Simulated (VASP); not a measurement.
Computed with PBE GGA with D4 dispersion, VASP's PBE PAW potentials (set 64) (plane waves; VASP). For the first row: Run with 520 eV cut-off, 9×9×9 Γ-centred mesh, first-order Methfessel-Paxton smearing of 0.10 eV, potentials Al Au.

```json
[
 {"system": "AuAl2 (fluorite)", "energy (eV/atom)": "-4.4108"},
 {"system": "Al (fcc)", "energy (eV/atom)": "-4.1026"},
 {"system": "Au (fcc)", "energy (eV/atom)": "-3.8771"}
]
```

The references are the elements' solids at the same level; no temperature or zero-point terms are added.  Spin-orbit coupling is left out, which shifts such energies by up to tenths of an eV for the heavy elements here.

### Question
What is the formation energy per atom of AuAl2?

### Answer
The references average (2×(-4.1026) + 1×(-3.8771))/3 = -4.0274 eV, so the formation energy is -4.4108 − (-4.0274) = -0.383 eV/atom.
